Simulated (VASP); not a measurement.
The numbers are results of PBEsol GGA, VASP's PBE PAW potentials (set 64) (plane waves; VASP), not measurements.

VASP input:

File KPOINTS:
```
Regular mesh
0
G
5 5 5
0 0 0
```

POSCAR:
```
MnV3
1
    0.0000000000     3.1347510000     3.1347510000
    3.1347510000     0.0000000000     3.1347510000
    3.1347510000     3.1347510000     0.0000000000
Mn V
1 3
Direct
  0.0000000000   0.0000000000   0.0000000000
  0.5000000000   0.5000000000   0.5000000000
  0.2500000000   0.2500000000   0.2500000000
  0.7500000000   0.7500000000   0.7500000000
```

### INCAR
```
SYSTEM  =  MnV3
PREC  =  Accurate; ENCUT  =  300; LREAL  =  .False.
LASPH  =  .True.
EDIFF  =  1E-6; NELM  =  100; ALGO  =  Normal
LMAXMIX  =  4
ISMEAR  =  -1; SIGMA  =  0.1
GGA  =  PS
MAGMOM  =  4.0 2.0 2.0 2.0
ISPIN  =  2
IBRION  =  2; NSW  =  50; ISIF  =  3
EDIFFG  =  -0.01
LWAVE  =  .False.; LCHARG  =  .False.; LORBIT  =  11
```

POTCAR, in this order: Mn_pv V_sv (PBE.64 set). Program: vasp_std.

Output

File OSZICAR:
```
...
DAV:  20    -0.376977718991E+02    0.55055E-05   -0.13505E-03  1888   0.174E-01    0.336E-02
DAV:  21    -0.376978016913E+02   -0.29792E-04   -0.10981E-04  1776   0.558E-02    0.415E-02
DAV:  22    -0.376977841118E+02    0.17579E-04   -0.78162E-04  1816   0.147E-01    0.244E-02
DAV:  23    -0.376977963166E+02   -0.12205E-04   -0.62854E-04  1828   0.130E-01    0.155E-02
DAV:  24    -0.376978016376E+02   -0.53211E-05   -0.28365E-05  1648   0.381E-02    0.106E-02
DAV:  25    -0.376978018461E+02   -0.20849E-06   -0.63960E-05  1844   0.418E-02    0.724E-03
DAV:  26    -0.376978023958E+02   -0.54974E-06   -0.16652E-05  1672   0.197E-02    0.697E-03
DAV:  27    -0.376978022422E+02    0.15367E-06   -0.11100E-05  1592   0.217E-02    0.204E-03
DAV:  28    -0.376978022387E+02    0.35116E-08   -0.11320E-06   732   0.628E-03
   1 F= -.37697802E+02 E0= -.37605133E+02  d E =-.376978E+02  mag=     0.0003
       N       E                     dE             d eps       ncg     rms          rms(c)
DAV:   1    -0.238864708740E+03   -0.20117E+03   -0.39492E+03  1440   0.507E+02    0.250E+02
DAV:   2    -0.611621873791E+02    0.17770E+03   -0.66391E+02  1440   0.290E+02    0.519E+01
DAV:   3    -0.949925094091E+02   -0.33830E+02   -0.63962E+02  1656   0.214E+02    0.871E+01
DAV:   4    -0.424113058465E+02    0.52581E+02   -0.74118E+01  1672   0.799E+01    0.437E+01
DAV:   5    -0.419890845167E+02    0.42222E+00   -0.49049E+01  1608   0.596E+01    0.389E+01
DAV:   6    -0.376658065654E+02    0.43233E+01   -0.24425E+01  1656   0.530E+01    0.176E+01
DAV:   7    -0.370303434698E+02    0.63546E+00   -0.80185E+00  1656   0.252E+01    0.100E+01
DAV:   8    -0.364660225151E+02    0.56432E+00   -0.26309E+00  1600   0.146E+01    0.336E+00
DAV:   9    -0.364977127864E+02   -0.31690E-01   -0.42982E-01  1656   0.595E+00    0.280E+00
DAV:  10    -0.364452777567E+02    0.52435E-01   -0.23642E-01  1624   0.438E+00    0.126E+00
DAV:  11    -0.364423476707E+02    0.29301E-02   -0.86055E-03  1552   0.828E-01    0.483E-01
DAV:  12    -0.364419863229E+02    0.36135E-03   -0.92038E-04  1776   0.220E-01    0.199E-01
DAV:  13    -0.364420893746E+02   -0.10305E-03   -0.34353E-04  1576   0.170E-01    0.218E-01
DAV:  14    -0.364419872194E+02    0.10216E-03   -0.16663E-04  1664   0.118E-01    0.900E-02
DAV:  15    -0.364419810204E+02    0.61990E-05   -0.17061E-05  1592   0.330E-02    0.310E-02
DAV:  16    -0.364419808817E+02    0.13871E-06   -0.19793E-06  1096   0.116E-02
   2 F= -.36441981E+02 E0= -.36389370E+02  d E =0.125582E+01  mag=    -0.0000
       N       E                     dE             d eps       ncg     rms          rms(c)
DAV:   1    -0.113919275215E+03   -0.77477E+02   -0.16891E+03  1456   0.455E+02    0.936E+01
DAV:   2    -0.126206131624E+03   -0.12287E+02   -0.11081E+03  1744   0.197E+02    0.653E+01
DAV:   3    -0.394955542257E+02    0.86711E+02   -0.17991E+02  1888   0.828E+01    0.260E+01
DAV:   4    -0.436735644588E+02   -0.41780E+01   -0.48851E+01  1840   0.484E+01    0.253E+01
DAV:   5    -0.401259701872E+02    0.35476E+01   -0.16840E+01  1784   0.286E+01    0.159E+01
DAV:   6    -0.447129122286E+02   -0.45869E+01   -0.24180E+01  1680   0.364E+01    0.284E+01
DAV:   7    -0.402482058751E+02    0.44647E+01   -0.53196E+00  1680   0.179E+01    0.128E+01
DAV:   8    -0.408062305303E+02   -0.55802E+00   -0.32869E-01  1440   0.457E+00    0.151E+01
DAV:   9    -0.393961353236E+02    0.14101E+01   -0.29507E+00  1648   0.138E+01    0.187E+00
DAV:  10    -0.393952762882E+02    0.85904E-03   -0.16232E-01  1504   0.222E+00    0.116E+00
DAV:  11    -0.393998695460E+02   -0.45933E-02   -0.87198E-03  1472   0.713E-01    0.116E+00
DAV:  12    -0.394072053284E+02   -0.73358E-02   -0.44924E-03  1816   0.431E-01    0.157E+00
DAV:  13    -0.393928095132E+02    0.14396E-01   -0.56415E-02  1768   0.174E+00    0.384E-01
DAV:  14    -0.393925952740E+02    0.21424E-03   -0.36162E-03  1696   0.463E-01    0.187E-01
DAV:  15    -0.393924277912E+02    0.16748E-03   -0.68966E-04  1680   0.195E-01    0.564E-02
DAV:  16    -0.393924250796E+02    0.27115E-05   -0.30668E-05  1472   0.428E-02    0.128E-02
DAV:  17    -0.393924260933E+02   -0.10137E-05   -0.12945E-06   944   0.103E-02    0.178E-02
DAV:  18    -0.393924251800E+02    0.91332E-06   -0.27803E-06  1088   0.127E-02
   3 F= -.39392425E+02 E0= -.39318996E+02  d E =-.169462E+01  mag=    -0.0000
       N       E                     dE             d eps       ncg     rms          rms(c)
DAV:   1    -0.395331039699E+02   -0.14068E+00   -0.26512E+00  1472   0.157E+01    0.412E+00
DAV:   2    -0.398846212871E+02   -0.35152E+00   -0.24437E+00  1680   0.116E+01    0.898E+00
DAV:   3    -0.394175897893E+02    0.46703E+00   -0.14874E+00  1744   0.101E+01    0.190E+00
DAV:   4    -0.394015555848E+02    0.16034E-01   -0.54184E-02  1624   0.201E+00    0.514E-01
DAV:   5    -0.394008960170E+02    0.65957E-03   -0.66719E-03  1768   0.862E-01    0.424E-01
DAV:   6    -0.394001353218E+02    0.76070E-03   -0.22796E-03  1752   0.414E-01    0.126E-01
DAV:   7    -0.394000698349E+02    0.65487E-04   -0.30753E-04  1600   0.153E-01    0.177E-02
DAV:   8    -0.394000679044E+02    0.19305E-05   -0.94809E-06  1248   0.228E-02    0.117E-02
DAV:   9    -0.394000659353E+02    0.19691E-05   -0.71453E-07   768   0.766E-03    0.339E-03
DAV:  10    -0.394000652193E+02    0.71598E-06   -0.25444E-07   720   0.291E-03
   4 F= -.39400065E+02 E0= -.39327405E+02  d E =-.170226E+01  mag=    -0.0000
       N       E                     dE             d eps       ncg     rms          rms(c)
DAV:   1    -0.394255957502E+02   -0.25530E-01   -0.49906E-01  1472   0.684E+00    0.179E+00
DAV:   2    -0.394956850500E+02   -0.70089E-01   -0.46585E-01  1696   0.507E+00    0.402E+00
DAV:   3    -0.394035845165E+02    0.92101E-01   -0.29500E-01  1776   0.443E+00    0.776E-01
DAV:   4    -0.394008956678E+02    0.26888E-02   -0.90451E-03  1608   0.833E-01    0.219E-01
DAV:   5    -0.394007886002E+02    0.10707E-03   -0.11866E-03  1768   0.362E-01    0.188E-01
DAV:   6    -0.394006458492E+02    0.14275E-03   -0.42656E-04  1848   0.193E-01    0.486E-02
DAV:   7    -0.394006327796E+02    0.13070E-04   -0.46530E-05  1672   0.590E-02    0.724E-03
DAV:   8    -0.394006317046E+02    0.10750E-05   -0.12007E-06   936   0.821E-03    0.412E-03
DAV:   9    -0.394006310554E+02    0.64924E-06   -0.15733E-07   720   0.309E-03
   5 F= -.39400631E+02 E0= -.39328302E+02  d E =-.170283E+01  mag=     0.0000
       N       E                     dE             d eps       ncg     rms          rms(c)
DAV:   1    -0.394031464354E+02   -0.25147E-02   -0.50171E-02  1472   0.217E+00    0.565E-01
DAV:   2    -0.394107350829E+02   -0.75886E-02   -0.47995E-02  1728   0.164E+00    0.132E+00
DAV:   3    -0.394008884698E+02    0.98466E-02   -0.34341E-02  1800   0.140E+00    0.230E-01
DAV:   4    -0.394006598011E+02    0.22867E-03   -0.87296E-04  1624   0.257E-01    0.696E-02
DAV:   5    -0.394006487717E+02    0.11029E-04   -0.11559E-04  1768   0.112E-01    0.610E-02
DAV:   6    -0.394006347292E+02    0.14043E-04   -0.62748E-05  1640   0.745E-02    0.175E-02
DAV:   7    -0.394006330853E+02    0.16439E-05   -0.68497E-06  1400   0.223E-02    0.363E-03
DAV:   8    -0.394006332001E+02   -0.11482E-06   -0.68177E-07   720   0.631E-03
   6 F= -.39400633E+02 E0= -.39328200E+02  d E =-.214469E-05  mag=    -0.0000
       N       E                     dE             d eps       ncg     rms          rms(c)
DAV:   1    -0.394012048129E+02   -0.57173E-03   -0.11008E-02  1472   0.102E+00    0.265E-01
DAV:   2    -0.394028316185E+02   -0.16268E-02   -0.10457E-02  1712   0.762E-01    0.612E-01
DAV:   3    -0.394007129987E+02    0.21186E-02   -0.73531E-03  1800   0.659E-01    0.111E-01
DAV:   4    -0.394006594685E+02    0.53530E-04   -0.19388E-04  1608   0.122E-01    0.328E-02
DAV:   5    -0.394006569698E+02    0.24987E-05   -0.25832E-05  1768   0.531E-02    0.285E-02
DAV:   6    -0.394006539489E+02    0.30209E-05   -0.11481E-05  1576   0.323E-02    0.754E-03
DAV:   7    -0.394006534748E+02    0.47408E-06   -0.11215E-06   744   0.994E-03
   7 F= -.39400653E+02 E0= -.39328269E+02  d E =-.224195E-04  mag=     0.0000
```

File OUTCAR:
```
------------------------ aborting loop because EDIFF is reached ----------------------------------------
  FORCE on cell =-STRESS in cart. coord.  units (eV):
  Direction    XX          YY          ZZ          XY          YZ          ZX
  --------------------------------------------------------------------------------------
  Total       -0.0110136     -0.0110136     -0.0110136      0.0000000     -0.0000000      0.0000000
  in kB       -0.3654444     -0.3654444     -0.3654444      0.0000000     -0.0000000      0.0000000
  external PRESSURE =      -0.3654444 kB  Pullay stress =       0.0000000 kB
  volume of cell :       48.29
      direct lattice vectors                 reciprocal lattice vectors
     0.000000000  2.890206909  2.890206909    -0.172997995  0.172997995  0.172997995
     2.890206909 -0.000000000  2.890206909     0.172997995 -0.172997995  0.172997995
     2.890206909  2.890206909 -0.000000000     0.172997995  0.172997995 -0.172997995
 POSITION                                       TOTAL-FORCE (eV/Angst)
 -----------------------------------------------------------------------------------
      0.00000      0.00000      0.00000        -0.000000      0.000000     -0.000000
      2.89021      2.89021      2.89021        -0.000000      0.000000     -0.000000
      1.44510      1.44510      1.44510        -0.000000     -0.000000     -0.000000
      4.33531      4.33531      4.33531         0.000000      0.000000      0.000000
 -----------------------------------------------------------------------------------
    total drift:                                0.000000      0.000000      0.000000
  FREE ENERGIE OF THE ION-ELECTRON SYSTEM (eV)
  ---------------------------------------------------
  free  energy   TOTEN  =       -39.4006534748 eV

  energy  without entropy=      -39.2558840317  energy(sigma->0) =      -39.32826875

 total charge

# of ion       s       p       d       tot
------------------------------------------
    1        0.427   6.391   5.144  11.963
    2        2.362   6.244   3.221  11.827
    3        2.363   6.269   3.130  11.762
    4        2.363   6.269   3.130  11.762
--------------------------------------------------
tot          7.515  25.174  14.625  47.313

 magnetization (x)

# of ion       s       p       d       tot
------------------------------------------
    1        0.000  -0.000   0.000   0.000
    2       -0.000   0.000   0.000   0.000
    3        0.000   0.000  -0.000  -0.000
    4        0.000   0.000  -0.000  -0.000
--------------------------------------------------
tot          0.000   0.000  -0.000   0.000

 reached required accuracy - stopping structural energy minimisation
```
(Selected blocks of OUTCAR.)

**CONTCAR**
```
MnV3
   1.00000000000000
     0.0000000000000000    2.8902069093611114    2.8902069093611114
     2.8902069093611114   -0.0000000000000000    2.8902069093611114
     2.8902069093611114    2.8902069093611114   -0.0000000000000000
  Mn              V
     1     3
Direct
     0.0000000000000000    0.0000000000000000    0.0000000000000000
     0.5000000000000000    0.5000000000000000    0.5000000000000000
     0.2500000000000000    0.2500000000000000    0.2500000000000000
     0.7500000000000000    0.7500000000000000    0.7500000000000000
```

At this cut-off the stress carries a Pulay error, which pulls relaxed volumes low. Energy and stress use the plane-wave basis of the starting cell. The moments were started parallel, and other spin orders were not tried in this run.

The structure was generated: MnV3 was put into an ordered model structure, which need not be its known phase. This run relaxes it. Symmetry was kept, so distortions that lower it aren't found. The k-mesh is coarse (spacing up to 0.38 per Å, 2π included), so the numbers may not be converged in it. The run is one of a series of settings (EDIFFG = -0.01, IBRION = 2, ISIF = 3, NSW = 50 against the base run), some of them coarse on purpose.
